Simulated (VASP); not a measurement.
Input:

```
PbO2
1.0
    4.69756     0.00000     0.00000
    0.00000     4.69756     0.00000
    0.00000     0.00000     3.37216
Pb O
2 4
Direct
  0.00000   0.00000   0.00000
  0.50000   0.50000   0.50000
  0.30751   0.30751   0.00000
  0.80751   0.19249   0.50000
  0.19249   0.80751   0.50000
  0.69249   0.69249   0.00000
```

The numbers are results of LDA (Ceperley-Alder, Perdew-Zunger), VASP's LDA PAW potentials (set 64) (plane waves; VASP), not measurements. Settings: 620 eV cut-off, 7×7×9 Γ-centred mesh, first-order Methfessel-Paxton smearing of 0.10 eV, potentials Pb_d O.

Energy and stress use the plane-wave basis of the starting cell.

**Question.** The ions, cell shape and volume at an external pressure of 30.0 GPa are relaxed. Give the cell that the relaxation ends in.

**Answer.** 
```
PbO2
1.0
    4.61142     0.00000     0.00000
    0.00000     4.61142     0.00000
    0.00000     0.00000     3.36661
Pb O
2 4
Direct
  0.00000   0.00000   0.00000
  0.50000   0.50000   0.50000
  0.30820   0.30820   0.00000
  0.80820   0.19180   0.50000
  0.19180   0.80820   0.50000
  0.69180   0.69180   0.00000
```
Space group P4_2/mnm (136), at a tolerance of 0.03 Å.

**Question.** How do energy and volume change from the first to the last step?

**Answer.** The energy (σ→0) changes by +72.7 meV/atom and the volume by -3.8 %, in 11 ionic steps.

The compound is PbO2 in the rutile structure. This run relaxes it under an external pressure of 30 GPa. Symmetry was kept, so distortions that lower it aren't found.
